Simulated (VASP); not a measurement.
All values below come from PBEsol GGA, VASP's PBE PAW potentials (set 64) (plane waves; VASP).

Input for VASP

**INCAR**
```
# general
SYSTEM = NaF
PREC   = Accurate
ENCUT  = 600
LREAL  = .False.
LASPH  = .True.

# electronic loop
EDIFF  = 1E-7
NELM   = 100
ALGO   = Normal

# smearing
ISMEAR = 0
SIGMA  = 0.05

# functional
GGA    = PS

# ions
ISIF   = 2

# output
LWAVE  = .False.
LCHARG = .False.
```

POSCAR:
```
NaF
1
    0.0000000000     2.3150000000     2.3150000000
    2.3150000000     0.0000000000     2.3150000000
    2.3150000000     2.3150000000     0.0000000000
Na F
1 1
Direct
  0.0000000000   0.0000000000   0.0000000000
  0.5000000000   0.5000000000   0.5000000000
```

KPOINTS:
```
Automatic mesh
0
Gamma
10 10 10
0 0 0
```

POTCAR, in this order: Na_pv F (PBE.64 set). Program: vasp_std.

### Question
Estimate the energy per atom (σ→0), band gap (on the k-mesh).

### Answer

```yaml
energy per atom (σ→0): -4.385 eV/atom
band gap (on the k-mesh): 6.18 eV
```

File OSZICAR:
```
...
DAV:   7    -0.877141816626E+01    0.15412E-01   -0.29997E-02  1040   0.266E+00    0.102E+00
DAV:   8    -0.876999195158E+01    0.14262E-02   -0.25547E-02  1061   0.439E+00    0.126E-01
DAV:   9    -0.877064870756E+01   -0.65676E-03   -0.40840E-03  1181   0.743E-01    0.879E-02
DAV:  10    -0.877054901169E+01    0.99696E-04   -0.76085E-04  1088   0.372E-01    0.128E-02
DAV:  11    -0.877055158525E+01   -0.25736E-05   -0.36071E-05  1127   0.154E-01    0.456E-03
DAV:  12    -0.877055191732E+01   -0.33207E-06   -0.44799E-06  1191   0.343E-02    0.252E-03
DAV:  13    -0.877055187165E+01    0.45669E-07   -0.54798E-07  1091   0.837E-03
   1 F= -.87705519E+01 E0= -.87705519E+01  d E =-.131958E-12
```

The compound is NaF in the rock salt structure. The cell was not relaxed at this level.
